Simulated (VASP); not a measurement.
```xyz
4
Lattice="3.0469 0.0000 0.0000 -1.5235 2.6387 0.0000 0.0000 0.0000 8.1813" Properties=species:S:1:pos:R:3 pbc="T T T"
Ta     0.0000     0.0000     0.0000
Ta     0.0000     0.0000     4.0906
Ge     0.0000     1.7591     2.0453
Ge     1.5235     0.8796     6.1360
```

The numbers are results of PBEsol GGA, VASP's PBE PAW potentials (set 64) (plane waves; VASP), not measurements. Numerical set-up: 400 eV cut-off, Gaussian smearing of 0.050 eV, potentials Ta_pv Ge_d.

### Question
Give the energies of bands 19 to 29 at the high-symmetry points, in eV from the Fermi level.

### Answer

| band | Γ | M | K | A | L | H |
|---|---|---|---|---|---|---|
| 19 | -7.79 | -6.61 | -5.03 | -5.99 | -5.88 | -4.44 |
| 20 | -4.05 | -4.87 | -4.28 | -5.99 | -5.88 | -4.44 |
| 21 | -2.13 | -4.49 | -4.28 | -1.31 | -3.43 | -4.12 |
| 22 | -0.85 | -2.85 | -3.16 | -1.31 | -3.43 | -4.12 |
| 23 | -0.16 | -2.69 | -3.16 | 0.07 | -2.08 | -3.05 |
| 24 | -0.16 | -1.44 | -2.53 | 0.07 | -2.08 | -3.05 |
| 25 | 0.32 | -0.59 | -0.93 | 0.07 | 0.10 | -0.97 |
| 26 | 0.32 | 0.82 | -0.93 | 0.07 | 0.10 | -0.97 |
| 27 | 1.94 | 1.57 | 1.01 | 2.24 | 2.15 | 2.63 |
| 28 | 1.94 | 3.00 | 1.45 | 2.24 | 2.15 | 2.63 |
| 29 | 2.68 | 3.98 | 1.45 | 2.24 | 4.78 | 2.90 |

It has no gap at this level: it comes out as a metal or semimetal.

The structure was generated: TaGe was put into the NiAs type (P6_3/mmc), which need not be its known phase. It was relaxed first, which changed the volume by -23 %.
